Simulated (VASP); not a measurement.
These are vdW-DF2, VASP's PBE PAW potentials (set 64) (plane waves; VASP 6.6.1) values and carry that method's errors.

VASP ran on this input.

**POSCAR**
```
BP
3.2535490
  0.0000000000   0.7071066792   0.7071066792
  0.7071066792   0.0000000000   0.7071066792
  0.7071066792   0.7071066792   0.0000000000
B P
1 1
Cartesian
  0.0000000000   0.0000000000   0.0000000000
  0.3535533396   0.3535533396   0.3535533396
```

### INCAR
```
! general
SYSTEM  =BP
PREC    =Accurate
ENCUT   =520
LREAL   =F
LASPH   =T
ICHARG  =11

! electronic loop
EDIFF   =1E-7
NELM    =100
ALGO    =Normal

! smearing
ISMEAR  =0
SIGMA   =0.05

! functional
GGA     =ML
LUSE_VDW=T
AGGAC   =0.0
ZAB_VDW =-1.8867

! output
LWAVE   =F
LCHARG  =F
LORBIT  =11
```

File KPOINTS:
```
k-points along high-symmetry lines
15
Line-mode
Reciprocal
  0.000000   0.000000   0.000000 ! GAMMA
 -0.500000  -0.500000   0.000000 ! X

 -0.500000  -0.500000   0.000000 ! X
 -0.375000  -0.375000   0.250000 ! U

 -0.375000   0.000000   0.375000 ! K
  0.000000   0.000000   0.000000 ! GAMMA

  0.000000   0.000000   0.000000 ! GAMMA
 -0.000000  -0.000000   0.500000 ! L

 -0.000000  -0.000000   0.500000 ! L
 -0.500000  -0.250000   0.250000 ! W

 -0.500000  -0.250000   0.250000 ! W
 -0.500000  -0.500000   0.000000 ! X
```

POTCAR, in this order: B P (PBE.64 set). Program: vasp_std. Read from the step before: CHGCAR.

The run wrote:

File OUTCAR:
```
 ion  position               nearest neighbor table
   1  0.000  0.000  0.000-   2 1.99   2 1.99   2 1.99   2 1.99
   2  0.250  0.250  0.250-   1 1.99   1 1.99   1 1.99   1 1.99
  LATTYP: Found a face centered cubic cell.
 ALAT       =     4.6012124578
 Subroutine PRICEL returns:
 Original cell was already a primitive cell.
 Subroutine GETGRP returns: Found 24 space group operations
The static configuration has the point symmetry T_d .
The dynamic configuration has the point symmetry T_d .
 Subroutine INISYM returns: Found 24 space group operations
   k-points           NKPTS =     90   k-points in BZ     NKDIM =     90   number of bands    NBANDS=      8
   number of dos      NEDOS =    301   number of ions     NIONS =      2
   total plane-waves  NPLWV =  13824
   dimension x,y,z NGX =    24 NGY =   24 NGZ =   24
   dimension x,y,z NGXF=    48 NGYF=   48 NGZF=   48
   ions per type =               1   1
   PREC   = accura    normal or accurate (medium, high low for compatibility)
   ISTART =      0    job   : 0-new  1-cont  2-samecut
   ICHARG =     11    charge: 1-file 2-atom 10-const
   ISPIN  =      1    spin polarized calculation?
   LNONCOLLINEAR =      F non collinear calculations
   LSORBIT =      F    spin-orbit coupling
   INIWAV =      1    electr: 0-lowe 1-rand  2-diag
   ENCUT  =  520.0 eV  38.22 Ry    6.18 a.u.   6.05  6.05  6.05*2*pi/ulx,y,z
   NELM   =    100;   NELMIN=  2; NELMDL= -5     # of ELM steps
   EDIFF  = 0.1E-06   stopping-criterion for ELM
   LREAL  =      F    real-space projection
   NLSPLINE    = F    spline interpolate recip. space projectors
   LMAXMIX     =    2 max onsite mixed and CHGCAR
   VOSKOWN=      0    Vosko Wilk Nusair interpolation
   EDIFFG = 0.1E-05   stopping-criterion for IOM
   NSW    =      0    number of steps for IOM
   NBLOCK =      1;   KBLOCK =      1    inner block; outer block
   IBRION =     -1    ionic relax: 0-MD 1-quasi-New 2-CG
   NFREE  =      0    steps in history (QN), initial steepest desc. (CG)
   ISIF   =      2    stress and relaxation
   ISYM   =      2    0-nonsym 1-usesym 2-fastsym
   TEIN   =    0.0    initial temperature
   TEBEG  =    0.0;   TEEND  =   0.0 temperature during run
...
```

File OSZICAR:
```
       N       E                     dE             d eps       ncg     rms          rms(c)
DAV:   1     0.156867029007E+02    0.15687E+02   -0.41384E+03  1440   0.894E+02
DAV:   2    -0.776535903531E+01   -0.23452E+02   -0.22269E+02  2272   0.108E+02
DAV:   3    -0.808115942209E+01   -0.31580E+00   -0.31580E+00  1880   0.158E+01
DAV:   4    -0.808213639271E+01   -0.97697E-03   -0.97697E-03  2176   0.750E-01
DAV:   5    -0.808213861112E+01   -0.22184E-05   -0.22184E-05  1912   0.212E-02
DAV:   6    -0.808213863806E+01   -0.26941E-07   -0.26941E-07  2264   0.135E-03
   1 F= -.80821386E+01 E0= -.80821386E+01  d E =-.133000E-12
```

### OUTCAR
```
 val. band max:        6.8416389041   @ k =   0.0000   0.0000   0.0000

 cond. band min:       8.5584107961   @ k =  -0.3929  -0.3929   0.0000



 k-point     1 :       0.0000    0.0000    0.0000
  band No.  band energies     occupation
      1      -8.0198      2.00000
      2       6.8416      2.00000
      3       6.8416      2.00000
      4       6.8416      2.00000
      5      10.4461      0.00000
      6      10.4461      0.00000
      7      10.4461      0.00000
      8      13.6929      0.00000

 k-point     2 :      -0.0357   -0.0357    0.0000
  band No.  band energies     occupation
      1      -7.9906      2.00000
      2       6.7227      2.00000
      3       6.7227      2.00000
      4       6.7315      2.00000
      5      10.3891      0.00000
      6      10.5978      0.00000
      7      10.5978      0.00000
      8      13.7847      0.00000

 k-point     3 :      -0.0714   -0.0714    0.0000
  band No.  band energies     occupation
      1      -7.9030      2.00000
      2       6.4160      2.00000
      3       6.4160      2.00000
      4       6.4190      2.00000
      5      10.2344      0.00000
      6      11.0024      0.00000
      7      11.0024      0.00000
      8      14.0069      0.00000

 k-point     4 :      -0.1071   -0.1071    0.0000
  band No.  band energies     occupation
      1      -7.7574      2.00000
      2       5.9466      2.00000
      3       6.0106      2.00000
      4       6.0106      2.00000
      5      10.0160      0.00000
      6      11.5693      0.00000
      7      11.5693      0.00000
      8      14.2018      0.00000

 k-point     5 :      -0.1429   -0.1429    0.0000
  band No.  band energies     occupation
      1      -7.5545      2.00000
      2       5.3593      2.00000
      3       5.5714      2.00000
      4       5.5714      2.00000
      5       9.7655      0.00000
      6      12.2321      0.00000
      7      12.2321      0.00000
      8      14.1205      0.00000
...
```

The density is held fixed in this step, so its total energy and stress have no physical meaning.

The compound is BP in the zinc blende structure. It was relaxed first.
